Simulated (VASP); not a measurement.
An input for Quantum ESPRESSO's pw.x (written as the equivalent of a VASP run, and not itself run):

```
&CONTROL
  calculation = 'vc-relax'
  pseudo_dir = './pseudo'
  outdir = './out'
  tprnfor = .true.
  tstress = .true.
  nstep = 60
  forc_conv_thr = 0.00078
/
&SYSTEM
  ibrav = 0
  nat = 4
  ntyp = 2
  ecutwfc = 84
  occupations = 'smearing'
  smearing = 'gaussian'
  degauss = 0.003675
  input_dft = 'vdw-df2'
/
&ELECTRONS
  conv_thr = 7.3e-08
  electron_maxstep = 100
/
&IONS
/
&CELL
/
ATOMIC_SPECIES
  Sn 118.710 Sn.upf
  O 15.999 O.upf
CELL_PARAMETERS angstrom
     3.9681807    0.0000000    0.0000000
     0.0000000    3.9681807    0.0000000
     0.0000000   -0.0000000    5.1994402
ATOMIC_POSITIONS crystal
  Sn   0.5000000  0.0000000  0.7750174
  Sn   0.0000000  0.5000000  0.2249826
  O    0.5000000  0.5000000  0.0000000
  O    0.0000000  0.0000000  0.0000000
K_POINTS automatic
  5 5 4 0 0 0
```

Q: Translate this input to VASP (INCAR, KPOINTS, POSCAR, choice of POTCAR).

A: One answer among several that fit: 
### INCAR
```
AGGAC = 0.0
ALGO = Normal
EDIFF = 1E-6
EDIFFG = -0.02
ENCUT = 520
GGA = ML
IBRION = 2
ISIF = 3
ISMEAR = 0
LASPH = T
LCHARG = F
LMAXMIX = 4
LREAL = F
LUSE_VDW = T
LWAVE = F
NELM = 100
NSW = 60
PREC = Accurate
SIGMA = 0.05
SYSTEM = SnO
ZAB_VDW = -1.8867
```

KPOINTS:
```
Automatic mesh
0
Gamma
5 5 4
0 0 0
```

**POSCAR**
```
SnO
1
    3.9681807065     0.0000000000     0.0000000000
    0.0000000000     3.9681807065     0.0000000000
    0.0000000000    -0.0000000000     5.1994402124
Sn O
2 2
Direct
  0.5000000000   0.0000000000   0.7750173897
  0.0000000000   0.5000000000   0.2249826103
  0.5000000000   0.5000000000   0.0000000000
  0.0000000000   0.0000000000   0.0000000000
```

POTCAR, in this order: Sn_d O (PBE.64 set). Program: vasp_std.

Limits of the translation: the potentials are each code's own (VASP's PAW set, PseudoDojo norm-conserving files in pw.x), so ENCUT and ecutwfc are chosen apart and not converted; conv_thr bounds pw.x's estimated SCF error, while EDIFF bounds the energy change between steps; forc_conv_thr acts on force components and is met together with etot_conv_thr.

The compound is SnO in the litharge structure. This run relaxes it. Symmetry was kept, so distortions that lower it aren't found. The start is the result of an earlier pass.
